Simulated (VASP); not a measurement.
Given:

```
CELL_PARAMETERS angstrom
      4.47484     0.00000     0.00000
      0.00000     4.47484     0.00000
      0.00000     0.00000     4.47484
ATOMIC_POSITIONS crystal
  Cs 0.00000 0.00000 0.00000
  Cd 0.50000 0.50000 0.50000
  F  0.00000 0.50000 0.50000
  F  0.50000 0.00000 0.50000
  F  0.50000 0.50000 0.00000
```

Calculation: PBEsol GGA with spin-orbit coupling, VASP's PBE PAW potentials (set 64) (plane waves; VASP). Settings: 520 eV cut-off, 5×5×5 Γ-centred mesh, Gaussian smearing of 0.050 eV, potentials Cs_sv Cd F.

**Question.** Give the energies of bands 31 to 44 at the high-symmetry points, in eV from the valence-band maximum.

**Answer.** 
```
band      Γ      X      M      R
----  -----  -----  -----  -----
31    -1.51  -1.66  -1.45  -1.10
32    -1.51  -1.66  -1.45  -1.10
33    -1.51  -1.61  -1.42  -1.10
34    -1.51  -1.61  -1.42  -1.10
35    -1.48  -1.54  -1.33  -0.97
36    -1.48  -1.54  -1.33  -0.97
37    -1.27  -1.51  -1.24  -0.97
38    -1.27  -1.51  -1.24  -0.97
39    -1.07  -1.22  -1.12   0.00
40    -1.07  -1.22  -1.12   0.00
41    -1.07  -1.12   0.00   0.00
42    -1.07  -1.12   0.00   0.00
43     3.17   5.65   6.38   6.95
44     3.17   5.65   6.38   6.95
```

The gap is indirect, 3.17 eV, from the valence maximum at R to the conduction minimum at Γ.

The structure comes from a computed database's CsCdF3 entry (Pm-3m); how it stands against other phases isn't given here. It was relaxed first.
